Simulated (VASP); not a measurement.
InP:

```xyz
2
Lattice="0.0000 2.9792 2.9792 2.9792 0.0000 2.9792 2.9792 2.9792 0.0000" Properties=species:S:1:pos:R:3 pbc="T T T"
In    0.0000    0.0000    0.0000
P     1.4896    1.4896    1.4896
```

Base run:

| Property | Result |
| --- | --- |
| Program | VASP 6.6.1 |
| Functional | HSE06 |
| Potentials or basis | VASP PAW PBE potentials, release 64 (In_d, P) |
| Cutoff | 520 eV |
| k mesh | 6 × 6 × 6 |
| Occupations | gaussian, width 0.03 eV |
| Spin | no spin polarisation |

Its results: band gap on the k mesh 1.21 eV, direct; pressure -2.0 GPa.

Task: The run is repeated on the same cell with these changes: functional from HSE06 to PBE0. What comes out?

Result: Band gap on the k mesh 1.80 eV, direct; pressure -2.3 GPa.

Caveats: the PAW data sets were made with another functional, which shifts forces and pressure a little; spin-orbit coupling is left out, which moves the levels of the heavy elements.
